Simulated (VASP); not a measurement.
## Li2CF2: single point with PBE

The system is Li2CF2.

```xyz
5
Lattice="3.0382 0.0000 0.0000 -1.5191 2.6311 0.0000 0.0000 0.0000 9.0075" Properties=species:S:1:pos:R:3 pbc="T T T"
Li    0.0000    1.7541    3.4477
Li    1.5191    0.8770    5.5598
C     0.0000    0.0000    0.0000
F     0.0000    1.7541    5.6413
F     1.5191    0.8770    3.3662
```

The cell was built by a generator and needn't be a form met in nature.

The cell isn't the ideal one: species swapped into the Tm2SO2 type (P-3m1, No. 164).

```json
{
 "Program": "VASP 6.6.1",
 "Task": "single point",
 "Functional": "PBE",
 "Potentials or basis": "VASP PAW PBE potentials, release 64 (Li_sv, C, F)",
 "Cutoff": "520 eV",
 "k mesh": "12 × 12 × 6",
 "Occupations": "gaussian, width 0.1 eV",
 "Spin": "collinear spin, typed start",
 "Starting moments": "[0.0, 0.0, 1.09, 0.0, 0.0] μB",
 "Dipole correction": "no",
 "Further INCAR settings": "ALGO = Fast; EDIFF = 1e-06; NBANDS = 24"
}
```

The band gap on the k mesh is none (metal or under the smearing width), the net moment is 1.03 μB per cell and the site moments are Li -0.00; C +0.51; F +0.01 μB. The valence electrons inside the program's atomic spheres are Li 2.10; C 1.94; F 6.16.

Levels at points of the mesh, in eV from the Fermi level:
Spin up:
```
           k point  band 9  band 10  band 11  band 12  band 13  band 14  band 15  band 16  band 17  band 18
(0.00, 0.00, 0.00)   -2.44    -2.30    -2.30    -1.00     2.27     2.27     6.02     7.78     9.07    12.82
(0.50, 0.00, 0.00)   -2.66    -2.65    -2.20    -1.62    -0.01     1.49     8.99    10.02    10.55    11.29
(0.00, 0.00, 0.50)   -2.30    -2.30    -2.26    -1.14     2.27     2.27     6.67     6.76     9.63    12.33
(0.50, 0.00, 0.50)   -2.65    -2.64    -2.24    -1.61     0.00     1.49     9.46     9.60    10.12    10.88
```
Spin down:
| k point | band 8 | band 9 | band 10 | band 11 | band 12 | band 13 | band 14 | band 15 |
| --- | --- | --- | --- | --- | --- | --- | --- | --- |
| (0.00, 0.00, 0.00) | -2.51 | -2.32 | -2.29 | -2.29 | 0.96 | 3.13 | 3.13 | 6.13 |
| (0.50, 0.00, 0.00) | -3.05 | -2.64 | -2.63 | -2.19 | -0.96 | 2.31 | 2.46 | 9.11 |
| (0.00, 0.00, 0.50) | -2.51 | -2.29 | -2.29 | -2.24 | 0.87 | 3.13 | 3.13 | 6.92 |
| (0.50, 0.00, 0.50) | -3.05 | -2.64 | -2.62 | -2.20 | -0.96 | 2.31 | 2.47 | 9.46 |

Run time: 3.3 min on 1 thread of Intel(R) Xeon(R) 6975P-C (Granite Rapids), on a shared host, peak memory 0.38 GiB.
